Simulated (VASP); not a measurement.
All values below come from LDA (Ceperley-Alder, Perdew-Zunger), VASP's LDA PAW potentials (set 64) (plane waves; VASP).

VASP input:

### INCAR
```
SYSTEM = TiTe2
PREC = Accurate
ENCUT = 400
EDIFF = 1E-7
NELM = 100
ALGO = Normal
LREAL = .FALSE.
LASPH = .TRUE.
ISMEAR = -5
LMAXMIX = 4
LWAVE = .FALSE.
LCHARG = .TRUE.
LORBIT = 11
NEDOS = 601
ISIF = 2
LEFG = .TRUE.
```

File POSCAR:
```
TiTe2
1
    3.6659537413    -0.0000000000    -0.0000000000
   -1.8329768706     3.1748090608     0.0000000000
   -0.0000000000    -0.0000000000     6.3113527179
Ti Te
1 2
Direct
  0.0000000000   1.0000000000   0.0000000000
  0.6666670000   0.3333330000   0.7292440803
  0.3333330000   0.6666670000   0.2707559197
```

KPOINTS:
```
Automatic
0
Gamma
  11 11 6
```

POTCAR, in this order: Ti_sv Te (LDA.64 set). Program: vasp_std.

The resulting files:

### OSZICAR
```
       N       E                     dE             d eps       ncg     rms          rms(c)
DAV:   1     0.153861139212E+03    0.15386E+03   -0.95788E+03  2696   0.117E+03
DAV:   2    -0.695558970010E+01   -0.16082E+03   -0.15980E+03  3136   0.310E+02
DAV:   3    -0.199565472188E+02   -0.13001E+02   -0.12923E+02  4464   0.819E+01
DAV:   4    -0.202529923649E+02   -0.29645E+00   -0.29659E+00  3216   0.128E+01
DAV:   5    -0.202653714764E+02   -0.12379E-01   -0.12378E-01  4424   0.229E+00    0.128E+01
DAV:   6    -0.203075430000E+02   -0.42172E-01   -0.44136E+01  3616   0.426E+01    0.126E+01
DAV:   7    -0.185403083045E+02    0.17672E+01   -0.29595E+01  3696   0.332E+01    0.495E+00
DAV:   8    -0.183470630055E+02    0.19325E+00   -0.15743E+00  3248   0.911E+00    0.172E+00
DAV:   9    -0.183530638636E+02   -0.60009E-02   -0.11976E-01  3600   0.227E+00    0.110E+00
DAV:  10    -0.183465619579E+02    0.65019E-02   -0.17182E-01  3456   0.306E+00    0.725E-01
DAV:  11    -0.183440494423E+02    0.25125E-02   -0.19490E-02  3440   0.993E-01    0.341E-01
DAV:  12    -0.183440668102E+02   -0.17368E-04   -0.30847E-04  3096   0.134E-01    0.202E-01
DAV:  13    -0.183440577684E+02    0.90418E-05   -0.16936E-04  3680   0.983E-02    0.429E-02
DAV:  14    -0.183440564136E+02    0.13548E-05   -0.36617E-06  2920   0.175E-02    0.416E-02
DAV:  15    -0.183440594208E+02   -0.30072E-05   -0.14256E-05  3760   0.262E-02    0.136E-02
DAV:  16    -0.183440617568E+02   -0.23361E-05   -0.26470E-06  3472   0.968E-03    0.237E-03
DAV:  17    -0.183440617095E+02    0.47373E-07   -0.33245E-08  1536   0.170E-03
   1 F= -.18344062E+02 E0= -.18344062E+02  d E =0.000000E+00
```

### OUTCAR
```
------------------------ aborting loop because EDIFF is reached ----------------------------------------
  FORCE on cell =-STRESS in cart. coord.  units (eV):
  Direction    XX          YY          ZZ          XY          YZ          ZX
  --------------------------------------------------------------------------------------
  Total        0.0426422      0.0426422     -0.0949698      0.0000000      0.0000000     -0.0000000
  in kB        0.9300868      0.9300868     -2.0714248      0.0000000      0.0000000     -0.0000000
  external PRESSURE =      -0.0704171 kB  Pullay stress =       0.0000000 kB
  volume of cell :       73.46
      direct lattice vectors                 reciprocal lattice vectors
     3.665953741  0.000000000  0.000000000     0.272780311  0.157489786  0.000000000
    -1.832976871  3.174809061  0.000000000     0.000000000  0.314979572  0.000000000
     0.000000000  0.000000000  6.311352718     0.000000000  0.000000000  0.158444639
 POSITION                                       TOTAL-FORCE (eV/Angst)
 -----------------------------------------------------------------------------------
      0.00000      0.00000      0.00000         0.000000      0.000000      0.000000
      1.83298      1.05827      4.60252        -0.000000      0.000000      0.032654
     -0.00000      2.11654      1.70884         0.000000     -0.000000     -0.032654
 -----------------------------------------------------------------------------------
    total drift:                                0.000000      0.000000      0.000000
  FREE ENERGIE OF THE ION-ELECTRON SYSTEM (eV)
  ---------------------------------------------------
  free  energy   TOTEN  =       -18.3440617095 eV

  energy  without entropy=      -18.3440617095  energy(sigma->0) =      -18.34406171

 total charge

# of ion       s       p       d       tot
------------------------------------------
    1        2.172   6.134   1.962  10.268
    2        1.389   2.014   0.050   3.453
    3        1.389   2.014   0.050   3.453
--------------------------------------------------
tot          4.951  10.162   2.061  17.174
```
(Selected blocks of OUTCAR.)

For a metal the tetrahedron method with Blöchl corrections gives inexact stress and forces.

The structure comes from a computed database's TiTe2 entry (P-3m1); how it stands against other phases isn't given here. It was relaxed first, which changed the volume by -14 %.
